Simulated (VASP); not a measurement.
Level of theory: PBE GGA, VASP's PBE PAW potentials (set 64) (plane waves; VASP).

VASP input:

INCAR:
```
SYSTEM = Pd16Cl
PREC = Normal; ENCUT = 400; LREAL = F
LASPH = T
EDIFF = 1E-6; NELM = 100; NELMIN = 4
ALGO = Normal; LMAXMIX = 4
ISMEAR = 1; SIGMA = 0.1
GGA = PE
LWAVE = F; LCHARG = F; LORBIT = 11
LVHAR = T
DIPOL = 0.5 0.5 0.5
LDIPOL = T; IDIPOL = 3
```

### KPOINTS
```
Automatic mesh
0
G
  6 6 1
```

**POSCAR**
```
Pd16Cl
5.5764180
  0.9999999542   0.0000000000   0.0000000000
  0.4999998862   0.8660254078   0.0000000000
  0.0000000000   0.0000000000   3.7696019080
Pd Cl
16 1
Cart
  0.0001609459   0.0000929222   1.2701197464
  0.4998390311   0.0000929222   1.2701197464
  0.2499999431   0.4328268595   1.2701197464
  0.7499999202   0.4330127039   1.2727436698
  0.2500004734   0.1443378566   1.6773608700
  0.7500004507   0.1426370673   1.6796449076
  0.4985274897   0.5782009552   1.6796449076
  1.0014733203   0.5782009552   1.6796449076
  1.0010700152   0.2880567411   2.0805453573
  0.4989288557   0.2880567411   2.0805453573
  1.2499993670   0.7216875512   2.0946482010
  0.7499993898   0.7229237635   2.0805453573
  1.4940473602   0.8625887413   2.4946411921
  1.0059523443   0.8625887413   2.4946411921
  1.2499998966   0.4398860368   2.4946411921
  0.7499999202   0.4330127039   2.4812715348
  0.2500004734   0.1443378566   2.8159569633
```

POTCAR, in this order: Pd Cl (PBE.64 set). Program: vasp_std. Read from the step before: WAVECAR.

Output

### OSZICAR
```
       N       E                     dE             d eps       ncg     rms          rms(c)
DAV:   1    -0.824139202081E+02   -0.82414E+02   -0.22491E-01  2084   0.151E+00    0.266E+00
DAV:   2    -0.960439706764E+02   -0.13630E+02   -0.43396E+01  2132   0.370E+01    0.265E+01
DAV:   3    -0.832231279026E+02    0.12821E+02   -0.13699E+01  1880   0.221E+01    0.956E+00
DAV:   4    -0.824255260510E+02    0.79760E+00   -0.12210E+00  1580   0.619E+00    0.338E+00
DAV:   5    -0.823728742945E+02    0.52652E-01   -0.26986E-01  1584   0.212E+00    0.136E+00
DAV:   6    -0.823640094777E+02    0.88648E-02   -0.58399E-02  1528   0.111E+00    0.307E-01
DAV:   7    -0.823651222581E+02   -0.11128E-02   -0.91468E-03  1496   0.421E-01    0.375E-01
DAV:   8    -0.823643939436E+02    0.72831E-03   -0.49370E-03  1464   0.341E-01    0.205E-01
DAV:   9    -0.823644974154E+02   -0.10347E-03   -0.77770E-04  1484   0.135E-01    0.245E-01
DAV:  10    -0.823644093027E+02    0.88113E-04   -0.19124E-04  1508   0.794E-02    0.216E-01
DAV:  11    -0.823641752481E+02    0.23405E-03   -0.81084E-04  1536   0.102E-01    0.552E-02
DAV:  12    -0.823641851270E+02   -0.98790E-05   -0.11342E-04  1448   0.521E-02    0.227E-02
DAV:  13    -0.823642053754E+02   -0.20248E-04   -0.78918E-05  1480   0.346E-02    0.565E-02
DAV:  14    -0.823641928792E+02    0.12496E-04   -0.27641E-05  1236   0.203E-02    0.285E-02
DAV:  15    -0.823641915096E+02    0.13697E-05   -0.26691E-05  1296   0.205E-02    0.652E-03
DAV:  16    -0.823641928242E+02   -0.13146E-05   -0.47151E-06   860   0.844E-03    0.717E-03
DAV:  17    -0.823641931391E+02   -0.31498E-06   -0.11354E-06   852   0.375E-03
   1 F= -.82364193E+02 E0= -.82357993E+02  d E =-.186009E-01
```

OUTCAR:
```
------------------------ aborting loop because EDIFF is reached ----------------------------------------
  FORCE on cell =-STRESS in cart. coord.  units (eV):
  Direction    XX          YY          ZZ          XY          YZ          ZX
  --------------------------------------------------------------------------------------
  Total       -5.9192882     -5.9192888     -0.4285719      0.0000006      0.0000000      0.0000000
  in kB      -16.7528233    -16.7528249     -1.2129480      0.0000018      0.0000000      0.0000000
  external PRESSURE =     -11.5728654 kB  Pullay stress =       0.0000000 kB
  volume of cell :      566.10
      direct lattice vectors                 reciprocal lattice vectors
     5.576417745  0.000000000  0.000000000     0.179326594 -0.103534233  0.000000000
     2.788208366  4.829319673  0.000000000     0.000000000  0.207068504  0.000000000
     0.000000000  0.000000000 21.020875933     0.000000000  0.000000000  0.047571757
 POSITION                                       TOTAL-FORCE (eV/Angst)
 -----------------------------------------------------------------------------------
      0.00090      0.00052      7.08272        -0.002874     -0.001659     -0.015128
      2.78731      0.00052      7.08272         0.002874     -0.001659     -0.015128
      1.39410      2.41362      7.08272        -0.000000      0.003319     -0.015128
      4.18231      2.41466      7.09735         0.000000     -0.000000     -0.008846
      1.39411      0.80489      9.35367        -0.000000      0.000000     -0.015015
      4.18232      0.79540      9.36640         0.000000     -0.000325     -0.002106
      2.78000      3.22429      9.36640        -0.000282      0.000163     -0.002106
      5.58463      3.22429      9.36640         0.000282      0.000163     -0.002106
      5.58238      1.60632     11.60199         0.002319     -0.001339      0.015658
      2.78224      1.60632     11.60199        -0.002319     -0.001339      0.015658
      6.97052      4.02443     11.68063         0.000000      0.000000      0.000938
      4.18231      4.03133     11.60199        -0.000000      0.002678      0.015658
      8.33143      4.81016     13.91116         0.021198      0.012238      0.003552
      5.60961      4.81016     13.91116        -0.021198      0.012238      0.003552
      6.97052      2.45299     13.91116         0.000000     -0.024477      0.003552
      4.18231      2.41466     13.83661        -0.000000     -0.000000      0.005682
      1.39411      0.80489     15.70295         0.000000      0.000000      0.011312
 -----------------------------------------------------------------------------------
    total drift:                                0.009685      0.005592      0.001984
  FREE ENERGIE OF THE ION-ELECTRON SYSTEM (eV)
  ---------------------------------------------------
  free  energy   TOTEN  =       -82.3641931391 eV

  energy  without entropy=      -82.3455922889  energy(sigma->0) =      -82.35799286

 total charge

# of ion       s       p       d       tot
------------------------------------------
    1        0.452   0.321   8.484   9.257
    2        0.452   0.321   8.484   9.257
    3        0.452   0.321   8.484   9.257
    4        0.444   0.324   8.492   9.261
    5        0.473   0.447   8.440   9.359
    6        0.466   0.440   8.449   9.355
    7        0.466   0.440   8.449   9.355
    8        0.466   0.440   8.449   9.355
    9        0.466   0.441   8.457   9.363
   10        0.466   0.441   8.457   9.363
   11        0.487   0.455   8.429   9.371
   12        0.466   0.441   8.457   9.363
   13        0.444   0.403   8.490   9.337
   14        0.444   0.403   8.490   9.337
   15        0.444   0.403   8.490   9.337
   16        0.437   0.324   8.526   9.286
   17        1.602   3.424   0.000   5.026
--------------------------------------------------
tot          8.925   9.790 135.526 154.241
```
(Selected blocks of OUTCAR.)

The cell is a thin slab with vacuum, built from Pd (fcc): (111) face, Cl adsorbed.
